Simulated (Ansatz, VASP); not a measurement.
**Cross-check of TlGaF6 between VASP and Ansatz**

Aim: how closely do two programs agree when they are given the same cell, functional and k mesh? The cell is taken from a series of runs on this material, whose earlier steps may have relaxed, scaled, displaced or heated it; both programs get it as it stands.

Calculated with Ansatz 0.2.0; plane waves, with VASP 6.6.1 beside it; G0W0 gap at LDA.

### Step 1. Starting point

It takes space group R-3 (No. 148, trigonal). The conventional cell has a = 5.097 Å, b = 5.097 Å, c = 14.189 Å, α = 90.00°, β = 90.00°, γ = 120.00°. Nearest to Tl lie 6 F at 2.18 Å. Nearest to Ga lie 6 F at 1.90 Å. Nearest to F lie 1 Ga at 1.90 Å and 1 Tl at 2.18 Å. F has 1 Ga at 1.90 Å and 1 Tl at 2.18 Å nearest. Farther neighbours and most contacts between anions are not listed.

### Step 2. VASP: G0W0 gap, LDA

Quasiparticle shifts depend on high empty states and on the cores, so they are the hardest test of two PAW sets.

Lines of VASP's logs that name or quote its potential files are left out, and so is its time.

The run reads the wave functions of an earlier VASP run, which isn't shown here.

Contents of INCAR:

```
SYSTEM = TlGaF6
PREC = Accurate
ENCUT = 520
ISMEAR = 0
SIGMA = 0.01
LREAL = Auto
GGA = CA
NBANDS = 588
ALGO = EVGW0
NELMGW = 1
ENCUTGW = 60
NOMEGA = 64
PRECFOCK = Fast
NBANDSGW = 148
LWAVE = .FALSE.
LCHARG = .FALSE.
```

Contents of POSCAR:

```
TlGaF6
1.0
    5.0968048706      2.9426416642      9.4596312418
   -5.0968048706      2.9426416642      9.4596312418
    0.0000000000     -2.9426416641      4.7298156209
Tl Ga F
4 4 24
Direct
    0.0000000000      0.0000000000      0.0000000000
    0.0000000000      0.5000000000      0.0000000000
    0.5000000000      0.0000000000      0.0000000000
    0.5000000000      0.5000000000      0.0000000000
    0.2500000000      0.2500000000      0.5000000000
    0.2500000000      0.7500000000      0.5000000000
    0.7500000000      0.2500000000      0.5000000000
    0.7500000000      0.7500000000      0.5000000000
    0.4397160650      0.2902251350      0.2725231500
    0.2902251350      0.1362615750      0.8794321300
    0.1362615750      0.4397160650      0.5804502700
    0.2097748650      0.3637384250      0.1205678700
    0.3637384250      0.0602839350      0.4195497300
    0.0602839350      0.2097748650      0.7274768500
    0.4397160650      0.7902251350      0.2725231500
    0.2902251350      0.6362615750      0.8794321300
    0.1362615750      0.9397160650      0.5804502700
    0.2097748650      0.8637384250      0.1205678700
    0.3637384250      0.5602839350      0.4195497300
    0.0602839350      0.7097748650      0.7274768500
    0.9397160650      0.2902251350      0.2725231500
    0.7902251350      0.1362615750      0.8794321300
    0.6362615750      0.4397160650      0.5804502700
    0.7097748650      0.3637384250      0.1205678700
    0.8637384250      0.0602839350      0.4195497300
    0.5602839350      0.2097748650      0.7274768500
    0.9397160650      0.7902251350      0.2725231500
    0.7902251350      0.6362615750      0.8794321300
    0.6362615750      0.9397160650      0.5804502700
    0.7097748650      0.8637384250      0.1205678700
    0.8637384250      0.5602839350      0.4195497300
    0.5602839350      0.7097748650      0.7274768500
```

Contents of KPOINTS:

```
Automatic mesh
0
Gamma
1 1 2
0 0 0
```

Potentials, in the order of the species: Tl_d_GW, Ga_d_GW and F_GW (LDA family, release 64).

On the command line:

```bash
export OMP_NUM_THREADS=3
mpirun -np 1 vasp_std
```

Numbers of over 12 decimals in the logs are rounded to 6 here.

Log:

```text
[banner, memory and clock lines left out]
running    1 mpi-ranks, on    1 nodes
[...]
Offloading initialized ...    1 GPUs detected
[...]
|                                                                             |
|           W    W    AA    RRRRR   N    N  II  N    N   GGGG   !!!           |
|           W    W   A  A   R    R  NN   N  II  NN   N  G    G  !!!           |
|           W    W  A    A  R    R  N N  N  II  N N  N  G       !!!           |
|           W WW W  AAAAAA  RRRRR   N  N N  II  N  N N  G  GGG   !            |
|           WW  WW  A    A  R   R   N   NN  II  N   NN  G    G                |
|           W    W  A    A  R    R  N    N  II  N    N   GGGG   !!!           |
|                                                                             |
|     The default for ENCUTGWSOFT is different in this version of VASP.       |
|     please manually set ENCUTGWSOFT =60 in the INCAR file.                  |
|                                                                             |

[...]
|                                                                             |
|           W    W    AA    RRRRR   N    N  II  N    N   GGGG   !!!           |
|           W    W   A  A   R    R  NN   N  II  NN   N  G    G  !!!           |
|           W    W  A    A  R    R  N N  N  II  N N  N  G       !!!           |
|           W WW W  AAAAAA  RRRRR   N  N N  II  N  N N  G  GGG   !            |
|           WW  WW  A    A  R   R   N   NN  II  N   NN  G    G                |
|           W    W  A    A  R    R  N    N  II  N    N   GGGG   !!!           |
|                                                                             |
|     Your reciprocal lattice and k-lattice belong to different lattice       |
|     classes:                                                                |
|                                                                             |
|        The reciprocal lattice is base-centered monoclinic,                  |
|        whereas your k-lattice is rhombohedral (trigonal).                   |
|                                                                             |
|     Results are often still useful ...                                      |
|                                                                             |

 entering main loop
[key lines of the parts left out:]
E-fermi :  -0.5011
```

From OUTCAR (step 2):

```text
 QP shifts <psi_nk| G(iteration)W_0 |psi_nk>: iteration 1
 for sc-GW calculations column KS-energies equals QP-energies in previous step
 and V_xc(KS)=  KS-energies - (<T + V_ion + V_H > + <T+V_H+V_ion>^1  + <V_x>^1)
 k-point   1 :       0.0000    0.0000    0.0000
  band No.  KS-energies  QP-energies   sigma(KS)   V_xc(KS)     V^pw_x(r,r')   Z            occupation Imag(sigma)
    ...
    137      -2.0237      -3.8221     -25.1074     -22.7958     -30.1597       0.7780       2.0000       0.6181
    138      -2.0237      -3.8221     -25.1074     -22.7958     -30.1597       0.7780       2.0000       0.6181
    139      -1.9821      -3.8171     -25.1576     -22.7960     -30.2782       0.7770       2.0000       0.6284
    140      -1.8969      -3.7132     -25.2329     -22.8910     -30.3666       0.7756       2.0000       0.6257
    141       0.8946       2.5422     -14.3007     -16.2574     -12.0118       0.8420       0.0000      -0.2312
    142       2.3757       4.3664     -15.8663     -18.2549     -13.5328       0.8334       0.0000      -0.2701
    143       2.3757       4.3664     -15.8663     -18.2549     -13.5328       0.8334       0.0000      -0.2701
    144       2.6632       4.6967     -16.3433     -18.7885     -14.0303       0.8316       0.0000      -0.2811
    ...

[... 3 further parts left out ...]
[key lines of the parts left out:]
E-fermi :  -0.5011
```

### Step 3. Ansatz: G0W0 gap, LDA

Ansatz runs on its default PAW (the set named soft_2) files.

The same cell, functional (in two slightly different forms) and mesh now go to Ansatz, which takes its cutoff from its data sets.

Contents of input.yaml:

```yaml
crystal:
  lattice:
    - [5.0968048706, 2.9426416642, 9.4596312418]
    - [-5.0968048706, 2.9426416642, 9.4596312418]
    - [0.0, -2.9426416641, 4.7298156209]
  atoms:
    - { symbol: Tl, position: [0.0, 0.0, 0.0] }
    - { symbol: Ga, position: [0.25, 0.25, 0.5] }
    - { symbol: F, position: [0.439716065, 0.290225135, 0.27252315] }
    - { symbol: F, position: [0.290225135, 0.136261575, 0.87943213] }
    - { symbol: F, position: [0.136261575, 0.439716065, 0.58045027] }
    - { symbol: F, position: [0.209774865, 0.363738425, 0.12056787] }
    - { symbol: F, position: [0.363738425, 0.060283935, 0.41954973] }
    - { symbol: F, position: [0.060283935, 0.209774865, 0.72747685] }
    - { symbol: Tl, position: [0.0, 0.5, 0.0] }
    - { symbol: Ga, position: [0.25, 0.75, 0.5] }
    - { symbol: F, position: [0.439716065, 0.790225135, 0.27252315] }
    - { symbol: F, position: [0.290225135, 0.636261575, 0.87943213] }
    - { symbol: F, position: [0.136261575, 0.939716065, 0.58045027] }
    - { symbol: F, position: [0.209774865, 0.863738425, 0.12056787] }
    - { symbol: F, position: [0.363738425, 0.560283935, 0.41954973] }
    - { symbol: F, position: [0.060283935, 0.709774865, 0.72747685] }
    - { symbol: Tl, position: [0.5, 0.0, 0.0] }
    - { symbol: Ga, position: [0.75, 0.25, 0.5] }
    - { symbol: F, position: [0.939716065, 0.290225135, 0.27252315] }
    - { symbol: F, position: [0.790225135, 0.136261575, 0.87943213] }
    - { symbol: F, position: [0.636261575, 0.439716065, 0.58045027] }
    - { symbol: F, position: [0.709774865, 0.363738425, 0.12056787] }
    - { symbol: F, position: [0.863738425, 0.060283935, 0.41954973] }
    - { symbol: F, position: [0.560283935, 0.209774865, 0.72747685] }
    - { symbol: Tl, position: [0.5, 0.5, 0.0] }
    - { symbol: Ga, position: [0.75, 0.75, 0.5] }
    - { symbol: F, position: [0.939716065, 0.790225135, 0.27252315] }
    - { symbol: F, position: [0.790225135, 0.636261575, 0.87943213] }
    - { symbol: F, position: [0.636261575, 0.939716065, 0.58045027] }
    - { symbol: F, position: [0.709774865, 0.863738425, 0.12056787] }
    - { symbol: F, position: [0.863738425, 0.560283935, 0.41954973] }
    - { symbol: F, position: [0.560283935, 0.709774865, 0.72747685] }
kpoints:
  mp_grid: { grid: [1, 1, 2] }
hamiltonian:
  xc: lda
scf:
  occupations: { method: fixed }
gw:
  n_empty_bands: 448
  ecut_chi: 60.0
  qp_bands: [v1, c1]
  qp_kpoints: band_edges
  screening: { model: contour_deformation }
```

On the command line:

```bash
ansatz run input.yaml --threads 16 --pin off --max-ram 36864MiB --backend cpu --events-out ev --progress --plain --runs-dir out
```

Log:

```text
Engine: ansatz 0.2.0, aarch64-unknown-linux-gnu
Pseudopotentials: kind: paw
Pseudopotential: Tl, paw, valence charge 13, recommended cutoff 420 eV (normal), Tl.paw.azcp
Pseudopotential: Ga, paw, valence charge 13, recommended cutoff 420 eV (normal), Ga.paw.azcp
Pseudopotential: F, paw, valence charge 7, recommended cutoff 420 eV (normal), F.paw.azcp
Functional definition: SPW92
  exchange = slater_x
  correlation = pw_c
Crystal: 32 atoms, lattice volume = 425.629 Å³
Basis set: ecut = 420 eV, 8339 PW (Γ)
Bands: 168, of which v1, the nominal top of the filled ones, is band 136 counted from 1 (135 counted from 0)
Symmetry: 8 space group operations
Space group: R-3 (ITA 148), of the structure as read, at distance tolerance 7.5e-5 Å
k-points: 2
Non-local potential: Tl, projectors of the file, l = 0: 2, l = 1: 2, l = 2: 2, l = 3: 1
Non-local potential: Ga, projectors of the file, l = 0: 2, l = 1: 2, l = 2: 3, l = 3: 1
Non-local potential: F, projectors of the file, l = 0: 2, l = 1: 2, l = 2: 1
PAW form: soft (Blöchl's): semilocal exchange-correlation on the pseudo side does not see the compensation charge
PAW frozen core: Tl, regenerated for the run's functional, and the local potential with it (the file was generated under x = pbe(κ = 0.804, μ = 0.219515), c = pbe(β = 0.066725))
PAW frozen core: Ga, regenerated for the run's functional, and the local potential with it (the file was generated under x = pbe(κ = 0.804, μ = 0.219515), c = pbe(β = 0.066725))
PAW frozen core: F, regenerated for the run's functional, and the local potential with it (the file was generated under x = pbe(κ = 0.804, μ = 0.219515), c = pbe(β = 0.066725))
PAW one-centre angular grid: Tl, 590 points (default); XC on 64 Gauss nodes
PAW one-centre angular grid: Ga, 590 points (default); XC on 64 Gauss nodes
PAW one-centre angular grid: F, 110 points (default); XC on 64 Gauss nodes
Initial density: superposition of atomic densities (neutral atoms: chi_scale 0, normalization atom), corrected by the library's trained network
Initial wavefunctions: pseudopotential atomic-orbital guess
Functional: x = slater, c = lda
SCF iter   1: F=—  HF=-78467.777866 eV  |F-HF|=—  |Δ(HF+E_count)|=         —  Δρ=2.03e-2  dr2=1.22e0  ethr=1.77e-3  ⟨swp⟩=4.0  Hψ=1074  notcnv=0  defer=59
preconditioner: auto → Resta (q_TF=auto, 2.532 Å⁻¹)  ε∞=3.8  [insulator: Δε(μ)=2.610 eV  Ē_g=17.697 eV  n_scr=114 (ndim 8)  ℏωp=29.7 eV  f_vac=0.156  ε∞_Penn≈3.8]
SCF iter   2: F=—  HF=-78467.423016 eV  |F-HF|=—  |Δ(HF+E_count)|=   3.55e-1  Δρ=4.51e-3  dr2=3.29e-2  ethr=4.47e-4  ⟨swp⟩=2.0  Hψ=522  notcnv=0  defer=56
SCF iter   3: F=—  HF=-78467.413576 eV  |F-HF|=—  |Δ(HF+E_count)|=   9.44e-3  Δρ=1.88e-3  dr2=9.83e-3  ethr=1.21e-5  ⟨swp⟩=2.0  Hψ=469  notcnv=0  defer=59
SCF iter   4: F=—  HF=-78467.412348 eV  |F-HF|=—  |Δ(HF+E_count)|=   1.23e-3  Δρ=9.42e-4  dr2=2.47e-3  ethr=3.61e-6  ⟨swp⟩=2.0  Hψ=441  notcnv=0  defer=59
SCF iter   5: F=—  HF=-78467.411369 eV  |F-HF|=—  |Δ(HF+E_count)|=   9.79e-4  Δρ=2.35e-4  dr2=2.38e-4  ethr=9.06e-7  ⟨swp⟩=2.0  Hψ=360  notcnv=0  defer=59
SCF iter   6: F=—  HF=-78467.411352 eV  |F-HF|=—  |Δ(HF+E_count)|=   1.60e-5  Δρ=5.05e-5  dr2=1.83e-5  ethr=8.76e-8  ⟨swp⟩=2.0  Hψ=357  notcnv=0  defer=56
SCF iter   7: F=—  HF=-78467.411358 eV  |F-HF|=—  |Δ(HF+E_count)|=   5.54e-6  Δρ=7.60e-6  dr2=2.94e-7  ethr=6.72e-9  ⟨swp⟩=2.5  Hψ=550  notcnv=0  defer=56
SCF iter   8: F=-78467.411358 eV  HF=-78467.411358 eV  |F-HF|=8.80e-9  |Δ(HF+E_count)|=   1.12e-7  Δρ=1.77e-6  dr2=1.96e-8  ethr=3.68e-11  ⟨swp⟩=10.5  Hψ=1544  notcnv=0
SCF 1 converged in 8 iterations: F = -78467.411358 eV  dr2 = 1.96e-8
  greatest PAW one-centre occupation: 0.998 electrons in one spin orbital (limit 2), on the Ga atom at site 25 (counted from 0), in its partial waves of l = 2
NSCF: frozen V_eff on 2 k-points
G₀W₀ screening: q 1/2
[... further progress lines ...]
NSCF: frozen V_eff on 1 k-points
NSCF: frozen V_eff on 1 k-points
[...]
SCF converged after 8 iterations
Free energy (F): -78467.411358 eV
Harris-Foulkes:  -78467.411358 eV  (|F-HF|=8.80e-9)
Internal energy: -78467.411358 eV  (E = F + TS)
E sigma→0 (E₀):  -78467.411358 eV
Fermi energy:    1.680164 eV
--- Per-component energies (eV) ---
  E_band       = -1495.663346
  E_kinetic    = 6736.597545
  E_local      = -27425.844101  (includes V_loc(G=0)·N_el)
  E_nonlocal   = 4869.388402
  E_hartree    = 11018.073977
  E_xc         = -3011.312688
  E_vxc        = -3169.267884  (∫ρ·V_xc dr)
  E_paw        = -51734.112973  (= ΣΔE_a)
  E_vpaw       = -4542.737912  (= ΣTr[D̂ρ^β])
  E_aug_tail   = 0.048888  (compensation charges beyond the density's cutoff)
  E_ewald      = -18929.316125
  E_core_change = 9.065717  (= ΣΔE_core)
  E_smearing   = -0.000000  (= −TS)
  E_closure    = 0.000000  (closes the sum)
  Σ components = -78467.411358   (vs F -78467.411358, Δ=0.00e0)
--- Band table (eV) ---
  k-point 0: bands = [... 132 lower, 1.5549, 1.5549, 1.5966, 1.6802, 4.4549, 5.9180, 5.9180, 6.2048, ... 28 higher]
  k-point 1: bands = [... 132 lower, 1.5966, 1.5966, 1.6802, 1.6802, 5.9026, 5.9180, 6.2048, 6.2048, ... 28 higher]
--- G₀W₀: contour deformation, 6 samples at zero and on the imaginary axis and 1 off it, 2 q-points, 448 empty bands' worth ---
  eigenvalues of the whole cell's RPA ε∞ on this k-mesh (on a slab, of 1 + 4πα/V) = 2.9159, 2.9159, 3.0338; static W/v taken at q = 0 is 0.338715
  gw.qp_kpoints: band_edges: 2 of 2 stored k-points solved, in 1 pass; an edge of the gap read off the rows below is read off those points alone
    ik  band        ε_KS         Σx   Σc(E_QP)       V_xc       Z   E_QP_lin       E_QP  E_QP is
     0   136      1.6802   -32.7286     6.1359   -25.2821  0.7359     0.3171     0.3697  root
     0   137      4.4549   -14.9499    -2.7989   -19.2646  0.8127     6.0105     5.9707  root
     1   136      1.6802   -32.7286     6.1361   -25.2821  0.7359     0.3173     0.3698  root
     1   137      5.9026   -16.8064    -2.9363   -21.5389  0.7996     7.7726     7.6989  root
```

### Step 4. Side by side

Known differences besides the potentials themselves: the two LDA forms differ slightly; fixed occupations in Ansatz, narrow Gaussian smearing in VASP; the data sets hold 272 valence electrons in Ansatz (on its default PAW (the set named soft_2) files) and 280 in VASP; the cutoff is 420 eV in Ansatz and 520 eV in VASP (PREC = Accurate, projectors in real space); VASP's log shows a relativistic correction to its local exchange, Ansatz's none; Ansatz integrates over frequency by contour deformation, VASP on a grid of NOMEGA points; Ansatz's G0W0 levels solve the quasiparticle equation, VASP's are linearised. Total energies have different zeros and are not compared.

The two programs side by side:

| quantity | Ansatz | VASP | difference |
| --- | --- | --- | --- |
| G0W0 gap on the mesh (eV) | 5.60 | 6.26 | -0.65 |
| Kohn-Sham gap under it (eV) | 2.77 | 2.79 | -0.02 |

VASP's log warns that its frequency grid doesn't suit quasiparticle energies on this mesh.

### Step 5. Results

| Quantity | Value |
| --- | --- |
| difference in G0W0 gap on the mesh (G0W0 gap, LDA) | -0.65 eV |

What this shows: The difference in G0W0 gap on the mesh is -0.65 eV (G0W0 gap, LDA). The data sets hold unlike numbers of valence electrons (272 in Ansatz and 280 in VASP), so part of the differences comes from the potentials. Part of the difference in the G0W0 gap can come from VASP's linearised levels. How closely two codes agree says nothing of how well the functional describes the real material.

[Lines on the potential files, build, host, timing and source positions are cut from VASP's logs without a mark.]

[Logs are printed without paths, hosts, clocks, repeated set-up lines and the standing remarks that a program may print on its own settings, such as how far it seeks lower states.]

[Hosts, paths, dates, database ids (printed as entryN), source tags and the programs' standing remarks are cut or masked in the printed files.]
